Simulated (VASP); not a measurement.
All values below come from MS2 meta-GGA, VASP's PBE PAW potentials (set 64) (plane waves; VASP 6.6.1).

A VASP calculation is set up with these files.

### INCAR
```
# general
SYSTEM =RuAl
PREC   =Accurate
ENCUT  =520   # plane-wave cut-off (eV)
LREAL  =.FALSE.   # projection in real space or not
LASPH  =.TRUE.

# electronic loop
EDIFF  =1E-6   # SCF stop (eV)
NELM   =100   # most electronic steps
ALGO   =Normal   # blocked Davidson
LMAXMIX=4   # l cut-off of mixed one-centre charges
LMIXTAU=.TRUE.

# smearing
ISMEAR =1   # Methfessel-Paxton
SIGMA  =0.1

# functional
METAGGA=MS2

# ions
IBRION =2   # conjugate gradients
NSW    =60   # most ionic steps
ISIF   =3   # ions, shape and volume
EDIFFG =-0.01

# output
LWAVE  =.FALSE.
LCHARG =.FALSE.
```

**KPOINTS**
```
Automatic mesh
0
Gamma
11 11 11
0 0 0
```

File POSCAR:
```
RuAl
1
    2.9900000000     0.0000000000     0.0000000000
    0.0000000000     2.9900000000     0.0000000000
    0.0000000000     0.0000000000     2.9900000000
Al Ru
1 1
Direct
  0.5000000000   0.5000000000   0.5000000000
  0.0000000000   0.0000000000   0.0000000000
```

POTCAR, in this order: Al Ru_pv (PBE.64 set). Program: vasp_std.

Output

File OUTCAR:
```
 ion  position               nearest neighbor table
   1  0.500  0.500  0.500-   2 2.59   2 2.59   2 2.59   2 2.59   2 2.59   2 2.59   2 2.59   2 2.59
  LATTYP: Found a simple cubic cell.
 ALAT       =     2.9900000000
 Subroutine PRICEL returns:
 Original cell was already a primitive cell.
 Subroutine GETGRP returns: Found 48 space group operations
The static configuration has the point symmetry O_h .
The dynamic configuration has the point symmetry O_h .
 Subroutine INISYM returns: Found 48 space group operations
 Subroutine IBZKPT returns following result:
 Found     56 irreducible k-points:

 Following reciprocal coordinates:
            Coordinates               Weight
  0.000000  0.000000  0.000000      1.000000
  0.090909  0.000000  0.000000      6.000000
  0.181818  0.000000  0.000000      6.000000
  0.272727  0.000000  0.000000      6.000000
  0.363636  0.000000  0.000000      6.000000
  0.454545  0.000000  0.000000      6.000000
  0.090909  0.090909  0.000000     12.000000
  0.181818  0.090909  0.000000     24.000000
  0.272727  0.090909  0.000000     24.000000
  0.363636  0.090909  0.000000     24.000000
  0.454545  0.090909  0.000000     24.000000
  0.181818  0.181818  0.000000     12.000000
  0.272727  0.181818  0.000000     24.000000
  0.363636  0.181818  0.000000     24.000000
  0.454545  0.181818  0.000000     24.000000
  0.272727  0.272727  0.000000     12.000000
  0.363636  0.272727  0.000000     24.000000
  0.454545  0.272727  0.000000     24.000000
  0.363636  0.363636  0.000000     12.000000
  0.454545  0.363636  0.000000     24.000000
  0.454545  0.454545  0.000000     12.000000
  0.090909  0.090909  0.090909      8.000000
  0.181818  0.090909  0.090909     24.000000
  0.272727  0.090909  0.090909     24.000000
  0.363636  0.090909  0.090909     24.000000
...
```

### OSZICAR
```
       N       E                     dE             d eps       ncg     rms          rms(c)
DAV:   1     0.999562340500E+02    0.99956E+02   -0.91575E+03  1344   0.131E+03
DAV:   2    -0.317051088365E+02   -0.13166E+03   -0.12705E+03  1436   0.352E+02
DAV:   3    -0.347358174297E+02   -0.30307E+01   -0.29442E+01  1636   0.533E+01
DAV:   4    -0.347722006421E+02   -0.36383E-01   -0.36287E-01  1548   0.541E+00
DAV:   5    -0.347731404345E+02   -0.93979E-03   -0.93965E-03  1860   0.724E-01    0.322E+01
DAV:   6    -0.176970448310E+02    0.17076E+02   -0.36873E+01  1360   0.837E+01    0.111E+01
DAV:   7    -0.168911160146E+02    0.80593E+00   -0.28751E+00  1400   0.215E+01    0.488E+00
DAV:   8    -0.168458578316E+02    0.45258E-01   -0.68764E-02  1672   0.323E+00    0.328E+00
DAV:   9    -0.168631097094E+02   -0.17252E-01   -0.21636E-02  1724   0.171E+00    0.555E-01
DAV:  10    -0.168453641355E+02    0.17746E-01   -0.30482E-02  1428   0.245E+00    0.261E-01
DAV:  11    -0.168535883839E+02   -0.82242E-02   -0.78793E-03  1444   0.135E+00    0.212E-01
DAV:  12    -0.168442855639E+02    0.93028E-02   -0.36743E-03  1456   0.938E-01    0.662E-02
DAV:  13    -0.168442137951E+02    0.71769E-04   -0.46327E-05  1632   0.853E-02    0.528E-02
DAV:  14    -0.168442480532E+02   -0.34258E-04   -0.14604E-05  1540   0.574E-02    0.159E-02
DAV:  15    -0.168442023170E+02    0.45736E-04   -0.28872E-05  1428   0.720E-02    0.390E-03
DAV:  16    -0.168441999944E+02    0.23226E-05   -0.45322E-06  1416   0.269E-02    0.565E-03
DAV:  17    -0.168441996227E+02    0.37162E-06   -0.19816E-07   684   0.686E-03
   1 F= -.16844200E+02 E0= -.16844155E+02  d E =-.168442E+02
       N       E                     dE             d eps       ncg     rms          rms(c)
DAV:   1    -0.169722138847E+02   -0.12801E+00   -0.18502E+00  1392   0.193E+01    0.330E+00
DAV:   2    -0.168554448879E+02    0.11677E+00   -0.68779E-01  1420   0.989E+00    0.110E+00
DAV:   3    -0.168429007446E+02    0.12544E-01   -0.21564E-02  1396   0.148E+00    0.388E-01
DAV:   4    -0.168443085783E+02   -0.14078E-02   -0.77342E-03  1520   0.993E-01    0.152E-01
DAV:   5    -0.168445305253E+02   -0.22195E-03   -0.99106E-03  1428   0.139E+00    0.240E-01
DAV:   6    -0.168433117701E+02    0.12188E-02   -0.66194E-04  1580   0.374E-01    0.139E-01
DAV:   7    -0.168430430843E+02    0.26869E-03   -0.15048E-03  1396   0.526E-01    0.513E-02
DAV:   8    -0.168429341140E+02    0.10897E-03   -0.15202E-04  1432   0.174E-01    0.111E-02
DAV:   9    -0.168429281551E+02    0.59588E-05   -0.51430E-06  1536   0.264E-02    0.544E-03
DAV:  10    -0.168429280493E+02    0.10581E-06   -0.59381E-08   684   0.286E-03
   2 F= -.16842928E+02 E0= -.16842893E+02  d E =0.127157E-02
       N       E                     dE             d eps       ncg     rms          rms(c)
DAV:   1    -0.168909482852E+02   -0.48020E-01   -0.67854E-01  1388   0.118E+01    0.180E+00
DAV:   2    -0.168487693232E+02    0.42179E-01   -0.23657E-01  1416   0.580E+00    0.517E-01
DAV:   3    -0.168451078277E+02    0.36615E-02   -0.61430E-03  1376   0.762E-01    0.179E-01
DAV:   4    -0.168455369888E+02   -0.42916E-03   -0.21380E-03  1556   0.525E-01    0.868E-02
DAV:   5    -0.168455924513E+02   -0.55463E-04   -0.30305E-03  1420   0.765E-01    0.136E-01
DAV:   6    -0.168454210033E+02    0.17145E-03   -0.53130E-05  1616   0.107E-01    0.112E-01
DAV:   7    -0.168451535646E+02    0.26744E-03   -0.68706E-04  1392   0.356E-01    0.155E-02
DAV:   8    -0.168451443726E+02    0.91920E-05   -0.16468E-05  1440   0.565E-02    0.149E-02
DAV:   9    -0.168451434010E+02    0.97161E-06   -0.36306E-06  1432   0.241E-02
   3 F= -.16845143E+02 E0= -.16845102E+02  d E =-.943778E-03
```

OUTCAR:
```
------------------------ aborting loop because EDIFF is reached ----------------------------------------
  FORCE on cell =-STRESS in cart. coord.  units (eV):
  Direction    XX          YY          ZZ          XY          YZ          ZX
  --------------------------------------------------------------------------------------
  Total        0.0012862      0.0012862      0.0012862      0.0000000      0.0000000     -0.0000000
  in kB        0.0776494      0.0776494      0.0776494      0.0000000      0.0000000     -0.0000000
  external PRESSURE =       0.0776494 kB  Pullay stress =       0.0000000 kB
  volume of cell :       26.54
      direct lattice vectors                 reciprocal lattice vectors
     2.982829036  0.000000000 -0.000000000     0.335252201 -0.000000000  0.000000000
     0.000000000  2.982829036  0.000000000    -0.000000000  0.335252201 -0.000000000
    -0.000000000  0.000000000  2.982829036     0.000000000 -0.000000000  0.335252201
 POSITION                                       TOTAL-FORCE (eV/Angst)
 -----------------------------------------------------------------------------------
      1.49141      1.49141      1.49141         0.000000     -0.000000      0.000000
      0.00000      0.00000      0.00000        -0.000000      0.000000      0.000000
 -----------------------------------------------------------------------------------
    total drift:                                0.000000      0.000000      0.000000
  FREE ENERGIE OF THE ION-ELECTRON SYSTEM (eV)
  ---------------------------------------------------
  free  energy   TOTEN  =       -16.8451434010 eV

  energy  without entropy=      -16.8450205833  energy(sigma->0) =      -16.84510246

 reached required accuracy - stopping structural energy minimisation
```
(Selected blocks of OUTCAR.)

### CONTCAR
```
RuAl
   1.00000000000000
     2.9828290357019460    0.0000000000000000   -0.0000000000000000
     0.0000000000000000    2.9828290357019460    0.0000000000000000
    -0.0000000000000000    0.0000000000000000    2.9828290357019460
  Al              Ru
     1     1
Direct
     0.5000000000000000    0.5000000000000000    0.5000000000000000
     0.0000000000000000    0.0000000000000000    0.0000000000000000
```

**OUTCAR**
```
 val. band max:       10.7504488379   @ k =   0.1818   0.0909   0.0000

 cond. band min:      10.7675042113   @ k =   0.4545   0.0909   0.0909


 Fermi energy:        10.7554404355

 k-point     1 :       0.0000    0.0000    0.0000
  band No.  band energies     occupation
      1     -31.8410      2.00000
      2     -31.8410      2.00000
      3     -31.8410      2.00000
      4       0.9254      2.00000
      5       7.2235      2.00000
      6       7.2235      2.00000
      7      10.8495     -0.03559
      8      10.8495     -0.03561
      9      10.8495     -0.03561
     10      16.9954      0.00000
     11      16.9954      0.00000
     12      16.9954      0.00000

 k-point     2 :       0.0909    0.0000    0.0000
  band No.  band energies     occupation
      1     -31.8581      2.00000
      2     -31.8395      2.00000
      3     -31.8395      2.00000
      4       1.0868      2.00000
      5       7.2761      2.00000
      6       7.2823      2.00000
      7      10.6542      2.05277
      8      10.6542      2.05275
      9      10.8692     -0.06828
     10      16.2613      0.00000
     11      17.3118      0.00000
     12      17.3118      0.00000

 k-point     3 :       0.1818    0.0000    0.0000
  band No.  band energies     occupation
      1     -31.9040      2.00000
      2     -31.8357      2.00000
      3     -31.8356      2.00000
      4       1.5591      2.00000
      5       7.3541      2.00000
      6       7.4465      2.00000
      7      10.1954      2.00000
      8      10.1954      2.00000
      9      10.9226     -0.03964
     10      14.9182      0.00000
     11      18.1343      0.00000
     12      18.1343      0.00000

 k-point     4 :       0.2727    0.0000    0.0000
  band No.  band energies     occupation
      1     -31.9635      2.00000
      2     -31.8306      2.00000
      3     -31.8306      2.00000
      4       2.3087      2.00000
      5       7.2187      2.00000
      6       7.6774      2.00000
...
```

The compound is RuAl in the CsCl type structure. This run relaxes it. Symmetry was kept, so distortions that lower it aren't found. The electron count is odd and the run is not spin-polarised, which forces a metal.
